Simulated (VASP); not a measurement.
Calculation: LDA (Ceperley-Alder, Perdew-Zunger), VASP's LDA PAW potentials (set 64) (plane waves; VASP).

A VASP calculation is set up with these files.

File KPOINTS:
```
Regular mesh
0
G
11 11 3
0 0 0
```

INCAR:
```
SYSTEM = WS2
PREC = Normal
ENCUT = 400
EDIFF = 1E-5
NELM = 100
ALGO = Fast
LREAL = .FALSE.
LASPH = .TRUE.
ISMEAR = 0
SIGMA = 0.05
LMAXMIX = 6
LWAVE = .FALSE.
LCHARG = .FALSE.
NELMIN = 4
IBRION = 2
ISIF = 2
NSW = 20
EDIFFG = -0.03
```

POSCAR:
```
WS2
1.0
  3.1306999999   0.0000000000   0.0000000000
 -1.5653500000   2.7112657100   0.0000000000
  0.0000000000   0.0000000000  12.1753505076
W S
2 4
direct
  0.6666670000   0.3333330000   0.7500000000
  0.3333330000   0.6666670000   0.2500000000
  0.6666670000   0.3333330000   0.3780000000
  0.3333330000   0.6666670000   0.8780000000
  0.3333330000   0.6666670000   0.6220000000
  0.6666670000   0.3333330000   0.1220000000
```

POTCAR, in this order: W_sv S (LDA.64 set). Program: vasp_std.

Problem. What will the output report for the number of irreducible k-points (NKPTS), largest plane-wave count, number of space-group operations, FFT grid (NGX, NGY, NGZ)?

Solution. 
number of irreducible k-points (NKPTS): 32
largest plane-wave count: 1894
number of space-group operations: 24
FFT grid (NGX, NGY, NGZ): 16 × 16 × 60

The compound is WS2 in the 2H layered structure. This run relaxes the ions in a fixed cell. Symmetry was kept, so distortions that lower it aren't found.
